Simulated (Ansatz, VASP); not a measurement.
# Cross-check of TiC between VASP and Ansatz

Wanted: the spread between two codes on one cell, functional and k mesh. The cell is taken from a series of VASP runs on this material, whose earlier steps may have relaxed, scaled or displaced it; both programs get it as it stands.

Main program and level: Ansatz 0.2.0; plane waves, with VASP 6.6.1 beside it; relaxation of cell and atoms at PBE.

### Step 1. Set-up

The structure is cubic, space group Fm-3m (No. 225). Conventional cell: a = 4.350 Å, b = 4.350 Å, c = 4.350 Å, α = 90.00°, β = 90.00°, γ = 90.00°. Nearest to Ti lie 6 C at 2.17 Å. Nearest to C lie 6 Ti at 2.17 Å. Farther neighbours are not listed.

Coordinates:

```xyz
2
Lattice="0.0000 2.1750 2.1750 2.1750 0.0000 2.1750 2.1750 2.1750 0.0000" Properties=species:S:1:pos:R:3 pbc="T T T"
Ti    2.1750    2.1750    2.1750
C     0.0000    0.0000    0.0000
```

### Step 2. VASP: relaxation of cell and atoms, PBE

The relaxed volume is the usual yardstick between codes: its relative difference is about their pressure difference at one cell divided by the bulk modulus.

Lines of VASP's logs that name or quote its potential files are left out, and so is its time.

INCAR reads:

```
SYSTEM = TiC
PREC = Accurate
ENCUT = 520
EDIFF = 1E-07
NELM = 100
ISMEAR = 0
SIGMA = 0.05
LREAL = .FALSE.
ALGO = Normal
GGA = PE
NBANDS = 14
LASPH = .TRUE.
LORBIT = 11
LWAVE = .FALSE.
LCHARG = .FALSE.
KPAR = 8
IBRION = 2
NSW = 50
ISIF = 3
EDIFFG = -0.002
```

POSCAR reads:

```
TiC
1.0
    0.0000000000      2.1750000000      2.1750000000
    2.1750000000      0.0000000000      2.1750000000
    2.1750000000      2.1750000000      0.0000000000
Ti C
1 1
Direct
    0.5000000000      0.5000000000      0.5000000000
    0.0000000000      0.0000000000      0.0000000000
```

KPOINTS reads:

```
Automatic mesh
0
Gamma
14 14 14
0 0 0
```

The projector-augmented-wave data sets are Ti_sv and C (PBE family, release 64).

Command:

```bash
> mpirun -np 8 vasp_std
```

Numbers of over 12 decimals in the logs are rounded to 6 here.

What it wrote:

```text
[banner, memory and clock lines left out]
running    8 mpi-ranks, on    1 nodes
 distrk:  each k-point on    1 cores,    8 groups
 distr:  one band on    1 cores,    1 groups

 POSCAR found type information on POSCAR TiC
 POSCAR found :  2 types and       2 ions
|                                                                             |
|           W    W    AA    RRRRR   N    N  II  N    N   GGGG   !!!           |
|           W    W   A  A   R    R  NN   N  II  NN   N  G    G  !!!           |
|           W    W  A    A  R    R  N N  N  II  N N  N  G       !!!           |
|           W WW W  AAAAAA  RRRRR   N  N N  II  N  N N  G  GGG   !            |
|           WW  WW  A    A  R   R   N   NN  II  N   NN  G    G                |
|           W    W  A    A  R    R  N    N  II  N    N   GGGG   !!!           |
|                                                                             |
|     For optimal performance we recommend to set                             |
|       NCORE = 2 up to number-of-cores-per-socket                            |
|     NCORE specifies how many cores store one orbital (NPAR=cpu/NCORE).      |
|     This setting can greatly improve the performance of VASP for DFT.       |
|     The default, NCORE=1 might be grossly inefficient on modern             |
|     multi-core architectures or massively parallel machines. Do your        |
|     Unfortunately you need to use the default for GW and RPA                |
|     calculations (for HF NCORE is supported but not extensively tested      |
|     yet).                                                                   |
|                                                                             |

 LDA part: xc-table for (Slater+PW92), standard interpolation
 POSCAR, INCAR and KPOINTS ok, starting setup
 FFT: planning ... GRIDC
 FFT: planning ... GRID_SOFT
 FFT: planning ... GRID
 WAVECAR not read
 entering main loop
       N       E                     dE             d eps       ncg     rms          rms(c)
DAV:   1     0.124300983813E+03    0.12430E+03   -0.86032E+03  2934   0.142E+03
DAV:   2    -0.124154517871E+02   -0.13672E+03   -0.12804E+03  3098   0.353E+02
DAV:   3    -0.239631412870E+02   -0.11548E+02   -0.11343E+02  4794   0.932E+01
DAV:   4    -0.243441600642E+02   -0.38102E+00   -0.38075E+00  3398   0.140E+01
DAV:   5    -0.243550712807E+02   -0.10911E-01   -0.10911E-01  4034   0.196E+00    0.180E+01
DAV:   6    -0.193976762536E+02    0.49574E+01   -0.13646E+01  4138   0.602E+01    0.717E+00
DAV:   7    -0.187544530335E+02    0.64322E+00   -0.24755E+00  3540   0.233E+01    0.492E+00
DAV:   8    -0.187294533691E+02    0.25000E-01   -0.11412E-01  3170   0.363E+00    0.361E+00
DAV:   9    -0.187104749214E+02    0.18978E-01   -0.13259E-01  3580   0.519E+00    0.708E-01
DAV:  10    -0.187105056520E+02   -0.30731E-04   -0.14055E-02  3680   0.135E+00    0.689E-01
DAV:  11    -0.187079892084E+02    0.25164E-02   -0.32797E-03  3306   0.878E-01    0.317E-01
DAV:  12    -0.187075630010E+02    0.42621E-03   -0.93314E-04  3604   0.463E-01    0.446E-02
DAV:  13    -0.187075522765E+02    0.10724E-04   -0.67777E-05  3380   0.115E-01    0.123E-02
DAV:  14    -0.187075526363E+02   -0.35978E-06   -0.30278E-06  3518   0.158E-02    0.368E-03
DAV:  15    -0.187075524083E+02    0.22799E-06   -0.68870E-07  3278   0.128E-02    0.206E-03
DAV:  16    -0.187075524499E+02   -0.41607E-07   -0.61868E-08  1882   0.295E-03
   1 F= -.18707552E+02 E0= -.18707355E+02  d E =-.187076E+02
 curvature:   0.00 expect dE= 0.000E+00 dE for cont linesearch  0.000E+00
 trial: gam= 0.00000 g(F)=  0.240E-60 g(S)=  0.857E-02 ort = 0.000E+00 (trialstep = 0.100E+01)
 search vector abs. value=  0.857E-02
 bond charge predicted
       N       E                     dE             d eps       ncg     rms          rms(c)
DAV:   1    -0.188142732708E+02   -0.10672E+00   -0.21721E+00  3416   0.217E+01    0.321E+00
DAV:   2    -0.187252680045E+02    0.89005E-01   -0.29592E-01  3466   0.971E+00    0.102E+00
DAV:   3    -0.187043509175E+02    0.20917E-01   -0.43045E-02  4050   0.277E+00    0.419E-01
DAV:   4    -0.187038805718E+02    0.47035E-03   -0.24578E-02  3800   0.156E+00    0.225E-01
DAV:   5    -0.187054389361E+02   -0.15584E-02   -0.18610E-03  3362   0.465E-01    0.684E-02
DAV:   6    -0.187061154689E+02   -0.67653E-03   -0.11861E-03  4442   0.150E-01    0.543E-02
DAV:   7    -0.187062745342E+02   -0.15907E-03   -0.10685E-04  3302   0.110E-01    0.355E-02
DAV:   8    -0.187062835656E+02   -0.90314E-05   -0.13311E-04  4040   0.951E-02    0.113E-02
DAV:   9    -0.187062840746E+02   -0.50897E-06   -0.64561E-06  3050   0.217E-02    0.819E-03
DAV:  10    -0.187062847039E+02   -0.62934E-06   -0.32844E-06  3716   0.719E-03    0.455E-03
DAV:  11    -0.187062849882E+02   -0.28423E-06   -0.71795E-07  4336   0.556E-03    0.122E-03
DAV:  12    -0.187062849388E+02    0.49355E-07   -0.25461E-08  1858   0.149E-03
   2 F= -.18706285E+02 E0= -.18706089E+02  d E =0.126751E-02
 trial-energy change:    0.001268  1 .order    0.001317   -0.008572    0.011206
 step:   0.4371(harm=  0.4334)  dis= 0.00000  next Energy=   -18.709430 (dE=-0.188E-02)
 bond charge predicted
       N       E                     dE             d eps       ncg     rms          rms(c)
DAV:   1    -0.187448584104E+02   -0.38573E-01   -0.69688E-01  3410   0.125E+01    0.188E+00
DAV:   2    -0.187174682501E+02    0.27390E-01   -0.11368E-01  3468   0.586E+00    0.640E-01
DAV:   3    -0.187085999728E+02    0.88683E-02   -0.15997E-02  4022   0.179E+00    0.227E-01
DAV:   4    -0.187086297438E+02   -0.29771E-04   -0.77428E-03  3872   0.831E-01    0.121E-01
DAV:   5    -0.187091136919E+02   -0.48395E-03   -0.50389E-04  3338   0.204E-01    0.578E-02
DAV:   6    -0.187094004497E+02   -0.28676E-03   -0.53450E-04  4440   0.107E-01    0.367E-02
DAV:   7    -0.187094379524E+02   -0.37503E-04   -0.35366E-05  3254   0.529E-02    0.185E-02
DAV:   8    -0.187094395992E+02   -0.16468E-05   -0.23444E-05  3842   0.393E-02    0.525E-03
DAV:   9    -0.187094399922E+02   -0.39296E-06   -0.14560E-06  3290   0.103E-02    0.415E-03
DAV:  10    -0.187094397904E+02    0.20180E-06   -0.49161E-07  3976   0.303E-03    0.265E-03
DAV:  11    -0.187094393428E+02    0.44753E-06   -0.44321E-07  3760   0.301E-03    0.272E-04
DAV:  12    -0.187094393758E+02   -0.32932E-07   -0.82759E-09  1642   0.802E-04
   3 F= -.18709439E+02 E0= -.18709243E+02  d E =-.188693E-02
 curvature:  -0.22 expect dE=-0.113E-07 dE for cont linesearch -0.113E-07
 trial: gam=-0.00246 g(F)=  0.373E-64 g(S)=  0.521E-07 ort = 0.211E-04 (trialstep = 0.887E+00)
 search vector abs. value=  0.100E-09
 reached required accuracy - stopping structural energy minimisation
```

From OUTCAR (step 2):

```text
ion  position               nearest neighbor table
   1  0.500  0.500  0.500-   2 2.17   2 2.17   2 2.17   2 2.17   2 2.17   2 2.17
   2  0.000  0.000  0.000-   1 2.17   1 2.17   1 2.17   1 2.17   1 2.17   1 2.17

  LATTYP: Found a face centered cubic cell.
 ALAT       =     4.3500000000

 Subroutine GETGRP returns: Found 48 space group operations
 (whereof 48 operations were pure point group operations)

The static configuration has the point symmetry O_h .

 Found    104 irreducible k-points:

   k-points           NKPTS =    104   k-points in BZ     NKDIM =    104   number of bands    NBANDS=     14

   dimension x,y,z NGX =    24 NGY =   24 NGZ =   24
   dimension x,y,z NGXF=    48 NGYF=   48 NGZF=   48

   ENCUT  =  520.0 eV  38.22 Ry    6.18 a.u.   5.72  5.72  5.72*2*pi/ulx,y,z

   NELECT =      16.0000    total number of electrons

 k-points in reciprocal lattice and weights: Automatic mesh
   0.00000000  0.00000000  0.00000000       0.000
   0.07142857  0.00000000  0.00000000       0.003
   0.14285714  0.00000000  0.00000000       0.003
   0.21428571  0.00000000  0.00000000       0.003
   0.28571429  0.00000000  0.00000000       0.003
   0.35714286  0.00000000  0.00000000       0.003
   0.42857143  0.00000000  0.00000000       0.003
   0.50000000  0.00000000  0.00000000       0.001
   0.07142857  0.07142857  0.00000000       0.002
[...]
-0.28571429  0.42857143  0.21428571       0.009
  -0.28571429  0.50000000  0.21428571       0.004

 average (electrostatic) potential at core
       1 -71.2095       2 -44.4386

 E-fermi :   9.3908

 k-point     1 :       0.0000    0.0000    0.0000
  band No.  band energies     occupation
      1     -47.2048      2.00000
      2     -23.2299      2.00000
      3     -23.2299      2.00000
      4     -23.2299      2.00000
      5      -2.9973      2.00000
      6      10.0827      0.00000
      7      10.0827      0.00000
      8      10.0827      0.00000
      9      11.0658      0.00000
     10      11.0658      0.00000
    ...

 k-point     2 :       0.0714    0.0000    0.0000
  band No.  band energies     occupation
      1     -47.2012      2.00000
      2     -23.2551      2.00000
      3     -23.2322      2.00000
      4     -23.2322      2.00000
      5      -2.8823      2.00000
      6       9.5300      0.00008
      7       9.7811      0.00000
      8       9.7811      0.00000
      9      10.3981      0.00000
     10      10.3981      0.00000
    ...

 k-point     3 :       0.1429    0.0000    0.0000
  band No.  band energies     occupation
    ...
      4     -23.2389      2.00000
      5      -2.5464      2.00000
      6       8.4797      2.00000
      7       8.8817      2.00000
      8       8.8817      2.00000
      9      10.5651      0.00000
     10      10.5651      0.00000
     11      11.7155      0.00000
     12      13.4497      0.00000
     13      13.4497      0.00000
    ...

  Total       -0.0008486     -0.0008486     -0.0008486     -0.0000000     -0.0000000     -0.0000000
  in kB       -0.0667959     -0.0667959     -0.0667959     -0.0000000     -0.0000000     -0.0000000
  external PRESSURE =      -0.0667959 kB  Pullay stress =       0.0000000 kB

  energy-cutoff  :      520.00
  volume of cell :       20.36
      direct lattice vectors                 reciprocal lattice vectors
    -0.000000000  2.167107381  2.167107381    -0.230722300  0.230722300  0.230722300
     2.167107381 -0.000000000  2.167107381     0.230722300 -0.230722300  0.230722300
     2.167107381  2.167107381  0.000000000     0.230722300  0.230722300 -0.230722300

 POSITION                                       TOTAL-FORCE (eV/Angst)
 -----------------------------------------------------------------------------------
      2.16711      2.16711      2.16711         0.000000     -0.000000      0.000000
      0.00000      0.00000      0.00000        -0.000000      0.000000     -0.000000
 -----------------------------------------------------------------------------------
    total drift:                               -0.000000     -0.000000      0.000000

  FREE ENERGIE OF THE ION-ELECTRON SYSTEM (eV)
  ---------------------------------------------------
  free  energy   TOTEN  =       -18.7094393758 eV

  energy  without entropy=      -18.7090459418  energy(sigma->0) =      -18.70924266

 reached required accuracy - stopping structural energy minimisation

 total charge
# of ion       s       p       d       tot
------------------------------------------
    1        2.198   6.245   1.949  10.393
    2        0.896   1.503   0.000   2.399
--------------------------------------------------
tot          3.094   7.749   1.949  12.792

[... 3 further parts left out ...]
```

CONTCAR:

```
TiC
   1.00000000000000
    -0.0000000000000000    2.1671073813139330    2.1671073813139330
     2.1671073813139330   -0.0000000000000000    2.1671073813139330
     2.1671073813139330    2.1671073813139330    0.0000000000000000
  Ti              C
     1     1
Direct
     0.5000000000000000    0.5000000000000000    0.5000000000000000
     0.0000000000000000    0.0000000000000000    0.0000000000000000
```

### Step 3. Ansatz: relaxation of cell and atoms, PBE

Ansatz runs on its default PAW (the set named soft_2) files.

The same cell, functional, mesh and smearing now go to Ansatz, which takes its cutoff from its data sets.

input.yaml reads:

```yaml
crystal:
  lattice:
    - [0.0, 2.175, 2.175]
    - [2.175, 0.0, 2.175]
    - [2.175, 2.175, 0.0]
  atoms:
    - { symbol: Ti, position: [0.5, 0.5, 0.5] }
    - { symbol: C, position: [0.0, 0.0, 0.0] }
hamiltonian:
  xc: pbe
  pseudopotentials: { kind: paw }
kpoints:
  mp_grid: { grid: [14, 14, 14] }
scf:
  occupations: { method: gaussian, width: 0.05 }
relax:
  f_tol: 0.01
  max_steps: 60
  cell: { stress_tol: 0.05 }
output:
  forces: true
  stress: true
```

Command:

```bash
> ansatz run input.yaml --threads 4 --pin off --max-ram 9216MiB --backend cpu --events-out ev --progress --plain --runs-dir out
```

What it wrote:

```text
Engine: ansatz 0.2.0, aarch64-unknown-linux-gnu
Pseudopotentials: kind: paw
Pseudopotential: Ti, paw, valence charge 12, recommended cutoff 420 eV (normal), Ti.paw.azcp
Pseudopotential: C, paw, valence charge 4, recommended cutoff 420 eV (normal), C.paw.azcp
Functional definition: PBE
  parameter kappa = 0.804
  parameter beta = 0.066725
  exchange = pbe_x(kappa = kappa, mu = beta*pi^2/3)
  correlation = pbe_c(beta = beta)
Crystal: 2 atoms, lattice volume = 20.578 Å³
Basis set: ecut = 420 eV, 411 PW (Γ), exchange–correlation on 48×48×48 points (8 copies of the dense FFT grid, shifted against one another)
Bands: 12, of which v1, the nominal top of the filled ones, is band 8 counted from 1 (7 counted from 0)
Symmetry: 48 space group operations
Space group: Fm-3m (ITA 225), of the structure as read, at distance tolerance 2.7e-5 Å
k-points: 104 of 2744
Non-local potential: Ti, projectors of the file, l = 0: 3, l = 1: 2, l = 2: 3, l = 3: 1
Non-local potential: C, projectors of the file, l = 0: 2, l = 1: 2, l = 2: 1
PAW form: soft (Blöchl's): semilocal exchange-correlation on the pseudo side does not see the compensation charge
PAW one-centre angular grid: Ti, 590 points (default); XC on 64 Gauss nodes
PAW one-centre angular grid: C, 110 points (default); XC on 64 Gauss nodes
Initial density: superposition of atomic densities (neutral atoms: chi_scale 0, normalization atom), corrected by the library's trained network
Initial wavefunctions: pseudopotential atomic-orbital guess
Functional: x = pbe(κ = 0.804, μ = 0.219515), c = pbe(β = 0.066725)
SCF iter   1: F=—  HF=-2752.270281 eV  |F-HF|=—  |Δ(HF+E_count)|=         —  Δρ=3.74e-3  dr2=1.83e-3  ethr=1.77e-3  ⟨swp⟩=4.3  Hψ=6199  notcnv=0
preconditioner: auto → none  [metal: Δε(μ)=0.040 eV  Ē_g=7.776 eV  σ=0.050 eV  W_gap=0.39  n_scr=8 (ndim 8)  ℏωp=23.2 eV  f_vac=0.000  D(μ)=0.32/eV (n_scr^D=0)  sad-step TF]
SCF iter   2: F=—  HF=-2752.269866 eV  |F-HF|=—  |Δ(HF+E_count)|=   4.16e-4  Δρ=2.32e-3  dr2=8.22e-4  ethr=1.15e-5  ⟨swp⟩=1.0  Hψ=2080  notcnv=0
SCF iter   3: F=—  HF=-2752.269780 eV  |F-HF|=—  |Δ(HF+E_count)|=   8.59e-5  Δρ=1.63e-4  dr2=1.93e-6  ethr=5.14e-6  ⟨swp⟩=2.0  Hψ=1411  notcnv=0
SCF iter   4: F=—  HF=-2752.269783 eV  |F-HF|=—  |Δ(HF+E_count)|=   2.93e-6  Δρ=2.84e-5  dr2=7.86e-8  ethr=1.21e-8  ⟨swp⟩=2.1  Hψ=1939  notcnv=0
iter 5 did not close the SCF: its close was put off for the readings that it lacked (scf_convergence_deferred on its scf_iter line)
SCF iter   5: F=-2752.269783 eV  HF=-2752.269783 eV  |F-HF|=1.79e-9  |Δ(HF+E_count)|=   6.60e-9  Δρ=5.63e-6  dr2=5.21e-9  ethr=4.91e-10  ⟨swp⟩=2.1  Hψ=2026  notcnv=0
SCF iter   6: F=-2752.269783 eV  HF=-2752.269783 eV  |F-HF|=9.14e-11  |Δ(HF+E_count)|=  3.57e-10  Δρ=7.81e-7  dr2=1.12e-10  ethr=3.26e-11  ⟨swp⟩=1.5  Hψ=3756  notcnv=0
SCF 1 converged in 6 iterations: F = -2752.269783 eV  dr2 = 1.12e-10
  greatest PAW one-centre occupation: 0.999 electrons in one spin orbital (limit 2), on the Ti atom at site 0 (counted from 0), in its partial waves of l = 0
relax step   1: F+E_penalty+E_count = -2752.26978256 eV  Δ(F+E_penalty+E_count) = +0.000e0 eV  max|allowed force component| = 8.217e-30 eV/Å  Δτ_max = 0.0000 Å  P = -2.893 GPa  Ω = 20.578 Å³  (6 SCF iters, dr2 threshold 1.00e-7 eV, accepted)
[...]
relax step   2: F+E_penalty+E_count = -2752.27231371 eV  Δ(F+E_penalty+E_count) = -2.531e-3 eV  max|allowed force component| = 6.574e-30 eV/Å  Δτ_max = 0.0000 Å  P = -0.284 GPa  Ω = 20.361 Å³  energy of the carried Pulay correction = +3.621e-4 eV  (6 SCF iters, dr2 threshold 2.00e-7 eV, accepted)
[...]
relax step   3: F+E_penalty+E_count = -2752.27237327 eV  Δ(F+E_penalty+E_count) = -5.956e-5 eV  max|allowed force component| = 1.410e-29 eV/Å  Δτ_max = 0.0000 Å  P = +0.005 GPa  Ω = 20.338 Å³  energy of the carried Pulay correction = +4.013e-4 eV  (6 SCF iters, dr2 threshold 2.00e-7 eV, accepted)
[...]
relax step   4: F+E_penalty+E_count = -2752.27197498 eV  Δ(F+E_penalty+E_count) = +3.983e-4 eV  max|allowed force component| = 1.450e-29 eV/Å  Δτ_max = 0.0000 Å  P = -0.017 GPa  Ω = 20.338 Å³  stress off target by 1.71e-2 GPa  SCF on the basis re-selected at this cell (its energy is not comparable with the rows above)  (8 SCF iters)
basis re-selected at this cell: Δ(F+E_penalty+E_count) = +3.983e-4 eV, ΔP = -0.022 GPa vs the last step (what re-selecting the basis moved, of the pressure what is left beyond the Pulay correction that the steps carried, after the strain that the cell walked since its last selection, with what the two solves' SCF thresholds leave and, on support functions, any second-order correction that the steps lacked; it is no m [...]
SCF converged after 8 iterations
Free energy (F): -2752.271975 eV
Harris-Foulkes:  -2752.271975 eV  (|F-HF|=4.55e-13)
Internal energy: -2752.271581 eV  (E = F + TS)
E sigma→0 (E₀):  -2752.271778 eV
Entropy (-TS):   -0.000394 eV (-0.197 meV/atom)
Fermi energy:    14.676343 eV
--- Per-component energies (eV) ---
  E_band       = -111.208749
  E_kinetic    = 362.276061
  E_local      = -776.054550  (includes V_loc(G=0)·N_el)
  E_nonlocal   = 31.956494
  E_hartree    = 314.953495
  E_xc         = -147.404115
  E_vxc        = -184.079379  (∫ρ·V_xc dr)
  E_paw        = -1145.232110  (= ΣΔE_a)
  E_vpaw       = -175.214516  (= ΣTr[D̂ρ^β])
  E_aug_tail   = 0.000151  (compensation charges beyond the density's cutoff)
  E_ewald      = -1392.767007
  E_smearing   = -0.000394  (= −TS)
  E_closure    = 0.000000  (closes the sum)
  Σ components = -2752.271975   (vs F -2752.271975, Δ=0.00e0)
--- Forces (eV/Å), atoms counted from 1 ---
  atom   1  Ti     0.00000000    -0.00000000    -0.00000000
  atom   2  C     -0.00000000     0.00000000     0.00000000
  max |Σ_I F_I| component: 2.78e-29 eV/Å
--- Stress (GPa, compression-positive) ---
       -0.017079      -0.000000      -0.000000
       -0.000000      -0.017079      -0.000000
       -0.000000      -0.000000      -0.017079
  P = ⅓ Tr σ = -0.0171 GPa (-0.171 kbar)
--- Relaxed structure (3 steps of the walk, 3 accepted, 1 SCFs on fresh bases) ---
  F+E_penalty+E_count = -2752.27197498 eV   max|allowed force component| = 1.450e-29 eV/Å   (the final SCF, on the basis selected at the relaxed cell)
  cell:  # Å, volume = 20.3377 Å³
    - [0, 2.166492, 2.166492]
    - [2.166492, 0, 2.166492]
    - [2.166492, 2.166492, 0]
  atoms:
    - { symbol: Ti, position: [0.5, 0.5, 0.5] }
    - { symbol: C, position: [0, 0, 0] }
```

Wall time 2.1 s (4 threads of Arm Neoverse V1, shared host); peak memory 0.31 GiB.

### Step 4. Differences

Known differences besides the potentials themselves: both relaxations stop at a tolerance, which leaves soft axes loose, and VASP keeps its plane-wave basis; the cutoff is 420 eV in Ansatz and 520 eV in VASP; Ansatz adds a Pulay correction to the stress that steers its cell, VASP none. Total energies have different zeros and are not compared.

Both answers:

```csv
quantity,Ansatz,VASP,difference
volume (Å³),20.34,20.36,-0.09 %
"edge a after relaxation, in the typed setting (Å)",3.064,3.065,-0.03 %
```

The walks stopped with -0.02 GPa left in Ansatz and -0.01 GPa in VASP; each walk ends within a tolerance, so the volume difference is uncertain by about these residues over the bulk modulus, most in soft cells.

### Step 5. Outcome

| Quantity | Value |
| --- | --- |
| difference in volume (relaxation of cell and atoms, PBE) | -0.085 % |

In words: The difference in volume is -0.085 % (relaxation of cell and atoms, PBE), within the 1.2 % picked in this series as the mark of a large difference, as far as the stopping tolerances let one tell. How closely two codes agree says nothing of how well the functional describes the real material.

[Lines on the potential files, build, host, timing and source positions are cut from VASP's logs without a mark.]

[Logs are printed without paths, hosts, clocks, repeated set-up lines and the standing remarks that a program may print on its own settings, such as how far it seeks lower states.]

[Hosts, paths, dates, database ids (printed as entryN), source tags and the programs' standing remarks are cut or masked in the printed files.]
